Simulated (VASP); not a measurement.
Data:

```
KZnF3
1.0
    4.05793     0.00000     0.00000
    0.00000     4.05793     0.00000
    0.00000     0.00000     4.05793
K Zn F
1 1 3
Direct
  0.00000   0.00000   0.00000
  0.50000   0.50000   0.50000
  0.50000   0.00000   0.50000
  0.00000   0.50000   0.50000
  0.50000   0.50000   0.00000
```

These are PBEsol GGA, VASP's PBE PAW potentials (set 64) (plane waves; VASP) values and carry that method's errors. Run with 520 eV cut-off, Gaussian smearing of 0.050 eV, potentials K_sv Zn F.

Task: Give the energies of bands 9 to 22 at the high-symmetry points, in eV from the valence-band maximum.

Result: 
```tsv
band	Γ	X	M	R
9	-4.16	-4.02	-5.28	-5.27
10	-4.16	-4.02	-4.55	-5.27
11	-3.40	-3.84	-3.90	-4.31
12	-3.40	-3.84	-3.90	-4.31
13	-3.40	-3.40	-3.69	-4.31
14	-3.06	-3.06	-2.50	-1.87
15	-3.06	-2.86	-2.33	-1.87
16	-2.03	-2.25	-2.33	-1.87
17	-2.03	-2.00	-2.04	-1.45
18	-2.03	-2.00	-1.77	-1.45
19	-1.82	-1.68	-1.77	-1.45
20	-1.82	-1.68	-1.47	0.00
21	-1.82	-1.60	0.00	0.00
22	3.62	6.42	7.91	8.29
```

The gap is indirect, 3.62 eV, from the valence maximum at R to the conduction minimum at Γ.

The compound is KZnF3 in the cubic perovskite structure. It was relaxed first.
